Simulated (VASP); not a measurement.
Method: PBE GGA, VASP's PBE PAW potentials (set 64) (plane waves; VASP).

VASP input:

File KPOINTS:
```
Automatic mesh
0
Gamma
21 21 21
0 0 0
```

INCAR:
```
ALGO  =  Normal
EDIFF  =  1E-6
ENCUT  =  300
GGA  =  PE
ISIF  =  2
ISMEAR  =  0
LASPH  =  .TRUE.
LCHARG  =  .FALSE.
LMAXMIX  =  4
LREAL  =  .FALSE.
LWAVE  =  .FALSE.
NELM  =  100
PREC  =  Accurate
SIGMA  =  0.01
SYSTEM  =  KBr
```

File POSCAR:
```
KBr
1
    0.0000000000     3.2988230000     3.2988230000
    3.2988230000     0.0000000000     3.2988230000
    3.2988230000     3.2988230000     0.0000000000
K Br
1 1
Direct
  0.0000000000   0.0000000000   0.0000000000
  0.5000000000   0.5000000000   0.5000000000
```

POTCAR, in this order: K_sv Br (PBE.64 set). Program: vasp_std.

Gaps are read on the run's mesh, which can miss a band edge.

### Question
Predict the energy per atom (σ→0), band gap (on the k-mesh).

### Answer

The energy per atom (σ→0) is -3107 meV/atom and the band gap (on the k-mesh) is 4.44 eV.

**OSZICAR**
```
...
DAV:   7    -0.620343311172E+01    0.11158E-01   -0.13778E-01  8720   0.210E+00    0.107E+00
DAV:   8    -0.621265383270E+01   -0.92207E-02   -0.15026E-02  8924   0.969E-01    0.124E-01
DAV:   9    -0.621330819564E+01   -0.65436E-03   -0.71712E-04  8952   0.176E-01    0.817E-02
DAV:  10    -0.621377001864E+01   -0.46182E-03   -0.54439E-04  8044   0.158E-01    0.178E-02
DAV:  11    -0.621377547663E+01   -0.54580E-05   -0.18836E-05  9828   0.258E-02    0.422E-03
DAV:  12    -0.621377829610E+01   -0.28195E-05   -0.34789E-06  8352   0.141E-02    0.501E-03
DAV:  13    -0.621377833438E+01   -0.38279E-07   -0.31197E-07  6540   0.333E-03
   1 F= -.62137783E+01 E0= -.62137783E+01  d E =-.749235E-16
```

The structure comes from a computed database's KBr entry; how it stands against other phases isn't given here. The cell was not relaxed at this level. The run is one of a series of settings (KPOINTS 21×21×21 Γ-centred mesh against the base run), some of them coarse on purpose.
